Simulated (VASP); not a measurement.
Computed with PBE GGA, VASP's PBE PAW potentials (set 64) (plane waves; VASP).

Input for VASP

**KPOINTS**
```
Automatic mesh
0
Gamma
3 3 4
0 0 0
```

### INCAR
```
SYSTEM = FeSi
PREC = Accurate
ENCUT = 300
EDIFF = 1E-6
NELM = 100
ALGO = Normal
LREAL = .FALSE.
LASPH = .TRUE.
ISMEAR = -1
SIGMA = 0.05
GGA = PE
LMAXMIX = 4
LWAVE = .FALSE.
LCHARG = .FALSE.
ISIF = 2
ISPIN = 2
MAGMOM = 4.0 4.0 4.0 0.0 0.0 0.0
LORBIT = 11
```

**POSCAR**
```
FeSi
4.7084210
  1.0000000000   0.0000000000   0.0000000000
 -0.5000001062   0.8660253618   0.0000000000
  0.0000000000   0.0000000000   0.8069140376
Fe Si
3 3
Cartesian
  0.5000000000   0.0000000000   0.0000000000
  0.2499999469   0.4330126809   0.0000000000
 -0.2500000531   0.4330126809   0.0000000000
  0.0000000000   0.0000000000   0.0000000000
 -0.0000005708   0.5773505299   0.4034570188
  0.5000004646   0.2886748319   0.4034570188
```

POTCAR, in this order: Fe Si (PBE.64 set). Program: vasp_std.

The resulting files:

### OUTCAR
```
 ion  position               nearest neighbor table
   1  0.500  0.000  0.000-   5 2.34   6 2.34   5 2.34   6 2.34   3 2.35   3 2.35   4 2.35   4 2.35
                             2 2.35   2 2.35
   2  0.500  0.500  0.000-   5 2.34   6 2.34   5 2.34   6 2.34   4 2.35   4 2.35   3 2.35   3 2.35
                             1 2.35   1 2.35
   3  0.000  0.500  0.000-   5 2.34   6 2.34   5 2.34   6 2.34   1 2.35   1 2.35   2 2.35   2 2.35
                             4 2.35   4 2.35
   4  0.000  0.000  0.000-   2 2.35   2 2.35   1 2.35   1 2.35   3 2.35   3 2.35
   5  0.333  0.667  0.500-   3 2.34   3 2.34   1 2.34   1 2.34   2 2.34   2 2.34   6 2.72   6 2.72
                             6 2.72
   6  0.667  0.333  0.500-   3 2.34   3 2.34   1 2.34   1 2.34   2 2.34   2 2.34   5 2.72   5 2.72
                             5 2.72
  LATTYP: Found a hexagonal cell.
 ALAT       =     4.7084210000
 C/A-ratio  =     0.8069140376
 Subroutine PRICEL returns:
 Original cell was already a primitive cell.
 Subroutine GETGRP returns: Found 24 space group operations
The static configuration has the point symmetry D_6h.
The dynamic configuration has the point symmetry D_6h.
The overall configuration has the point symmetry D_6h.
 Subroutine INISYM returns: Found 24 space group operations
 Subroutine IBZKPT returns following result:
 Found      9 irreducible k-points:

 Following reciprocal coordinates:
            Coordinates               Weight
  0.000000  0.000000  0.000000      1.000000
  0.333333  0.000000  0.000000      6.000000
  0.333333  0.333333  0.000000      2.000000
  0.000000  0.000000  0.250000      2.000000
  0.333333  0.000000  0.250000     12.000000
  0.333333  0.333333  0.250000      4.000000
  0.000000  0.000000  0.500000      1.000000
  0.333333  0.000000  0.500000      6.000000
  0.333333  0.333333  0.500000      2.000000
   k-points           NKPTS =      9   k-points in BZ     NKDIM =      9   number of bands    NBANDS=     28
   number of dos      NEDOS =    301   number of ions     NIONS =      6
   total plane-waves  NPLWV =  18816
   dimension x,y,z NGX =    28 NGY =   28 NGZ =   24
   dimension x,y,z NGXF=    56 NGYF=   56 NGZF=   48
   ions per type =               3   3
   PREC   = accura    normal or accurate (medium, high low for compatibility)
   ISTART =      0    job   : 0-new  1-cont  2-samecut
   ICHARG =      2    charge: 1-file 2-atom 10-const
   ISPIN  =      2    spin polarized calculation?
   LNONCOLLINEAR =      F non collinear calculations
   LSORBIT =      F    spin-orbit coupling
   INIWAV =      1    electr: 0-lowe 1-rand  2-diag
   ENCUT  =  300.0 eV  22.05 Ry    4.70 a.u.   6.65  6.65  5.37*2*pi/ulx,y,z
   NELM   =    100;   NELMIN=  2; NELMDL= -5     # of ELM steps
   EDIFF  = 0.1E-05   stopping-criterion for ELM
   LREAL  =      F    real-space projection
   NLSPLINE    = F    spline interpolate recip. space projectors
   LMAXMIX     =    4 max onsite mixed and CHGCAR
   VOSKOWN=      0    Vosko Wilk Nusair interpolation
   EDIFFG = 0.1E-04   stopping-criterion for IOM
   NSW    =      0    number of steps for IOM
   NBLOCK =      1;   KBLOCK =      1    inner block; outer block
   IBRION =     -1    ionic relax: 0-MD 1-quasi-New 2-CG
   NFREE  =      0    steps in history (QN), initial steepest desc. (CG)
   ISIF   =      2    stress and relaxation
   ISYM   =      2    0-nonsym 1-usesym 2-fastsym
   TEIN   =    0.0    initial temperature
   TEBEG  =    0.0;   TEEND  =   0.0 temperature during run
   SMASS  =  -3.00    Nose mass-parameter (am)
   PSTRESS=    0.0 pullay stress
   NELECT =      36.0000    total number of electrons
   EFERMI =   0.00;   METHOD = LEGACY
   ISMEAR =    -1;   SIGMA  =   0.05  broadening in eV -4-tet -1-fermi 0-gaus
   IALGO  =     38    algorithm
   LDIAG  =      T    sub-space diagonalisation (order eigenvalues)
   IMIX   =      4    mixing-type and parameters
     AMIX     =   0.40;   BMIX     =  1.00
     AMIX_MAG =   1.60;   BMIX_MAG =  1.00
...
```

### OSZICAR
```
       N       E                     dE             d eps       ncg     rms          rms(c)
DAV:   1     0.181325540270E+03    0.18133E+03   -0.11005E+04  1008   0.921E+02
DAV:   2    -0.341207397108E+02   -0.21545E+03   -0.20376E+03  1008   0.260E+02
DAV:   3    -0.444058793762E+02   -0.10285E+02   -0.98533E+01  1220   0.675E+01
DAV:   4    -0.447335645190E+02   -0.32769E+00   -0.32614E+00  1292   0.115E+01
DAV:   5    -0.447423517623E+02   -0.87872E-02   -0.87842E-02  1228   0.179E+00    0.319E+01
DAV:   6    -0.489278175232E+02   -0.41855E+01   -0.56797E+01  1328   0.995E+01    0.215E+01
DAV:   7    -0.429937470041E+02    0.59341E+01   -0.26517E+01  1264   0.726E+01    0.836E+00
DAV:   8    -0.427828040679E+02    0.21094E+00   -0.20328E+00  1248   0.105E+01    0.305E+00
DAV:   9    -0.426973965008E+02    0.85408E-01   -0.22926E-01  1296   0.568E+00    0.144E+00
DAV:  10    -0.426925049725E+02    0.48915E-02   -0.16166E-02  1368   0.948E-01    0.495E-01
DAV:  11    -0.426909890540E+02    0.15159E-02   -0.19120E-03  1268   0.317E-01    0.185E-01
DAV:  12    -0.426910625073E+02   -0.73453E-04   -0.45764E-04  1296   0.214E-01    0.106E-01
DAV:  13    -0.426910604779E+02    0.20294E-05   -0.52922E-05  1148   0.662E-02    0.354E-02
DAV:  14    -0.426910639671E+02   -0.34892E-05   -0.76127E-06  1128   0.216E-02    0.168E-02
DAV:  15    -0.426910648058E+02   -0.83875E-06   -0.29111E-06  1032   0.122E-02
   1 F= -.42691065E+02 E0= -.42674333E+02  d E =-.334630E-01  mag=     2.8151
```

**OUTCAR**
```
------------------------ aborting loop because EDIFF is reached ----------------------------------------
  FORCE on cell =-STRESS in cart. coord.  units (eV):
  Direction    XX          YY          ZZ          XY          YZ          ZX
  --------------------------------------------------------------------------------------
  Total        7.5452914      7.5452907      3.4253618     -0.0000009      0.0000000      0.0000000
  in kB      165.7306587    165.7306427     75.2373148     -0.0000203      0.0000000      0.0000000
  external PRESSURE =     135.5662054 kB  Pullay stress =       0.0000000 kB
  volume of cell :       72.94
      direct lattice vectors                 reciprocal lattice vectors
     4.708421000  0.000000000  0.000000000     0.212385426  0.122620815  0.000000000
    -2.354211000  4.077612000  0.000000000     0.000000000  0.245241578  0.000000000
     0.000000000  0.000000000  3.799291000     0.000000000  0.000000000  0.263207004
 POSITION                                       TOTAL-FORCE (eV/Angst)
 -----------------------------------------------------------------------------------
      2.35421      0.00000      0.00000         0.000000      0.000000      0.000000
      1.17711      2.03881      0.00000         0.000000      0.000000      0.000000
     -1.17711      2.03881      0.00000         0.000000      0.000000      0.000000
      0.00000      0.00000      0.00000         0.000000      0.000000      0.000000
     -0.00000      2.71841      1.89965         0.000000      0.000000      0.000000
      2.35421      1.35920      1.89965        -0.000000      0.000000      0.000000
 -----------------------------------------------------------------------------------
    total drift:                                0.000000      0.000000     -0.000000
  FREE ENERGIE OF THE ION-ELECTRON SYSTEM (eV)
  ---------------------------------------------------
  free  energy   TOTEN  =       -42.6910648058 eV

  energy  without entropy=      -42.6576017768  energy(sigma->0) =      -42.67433329

 total charge

# of ion       s       p       d       tot
------------------------------------------
    1        0.526   0.759   6.560   7.844
    2        0.526   0.759   6.560   7.844
    3        0.526   0.759   6.560   7.844
    4        0.781   0.840   0.000   1.621
    5        0.760   0.891   0.000   1.652
    6        0.760   0.891   0.000   1.652
--------------------------------------------------
tot          3.878   4.900  19.679  28.457

 magnetization (x)

# of ion       s       p       d       tot
------------------------------------------
    1        0.004   0.000   1.019   1.023
    2        0.004   0.000   1.019   1.023
    3        0.004   0.000   1.019   1.023
    4       -0.005  -0.055   0.000  -0.061
    5       -0.009  -0.035   0.000  -0.044
    6       -0.009  -0.035   0.000  -0.044
--------------------------------------------------
tot         -0.012  -0.124   3.057   2.922
```
(Selected blocks of OUTCAR.)

At this cut-off the stress carries a Pulay error, which pulls relaxed volumes low.

The structure was generated: FeSi was put into an ordered model structure, which need not be its known phase. The cell was not relaxed at this level, and its volume differs by -5.9 % from the start's. The k-mesh is coarse (spacing up to 0.51 per Å, 2π included), so the numbers may not be converged in it.
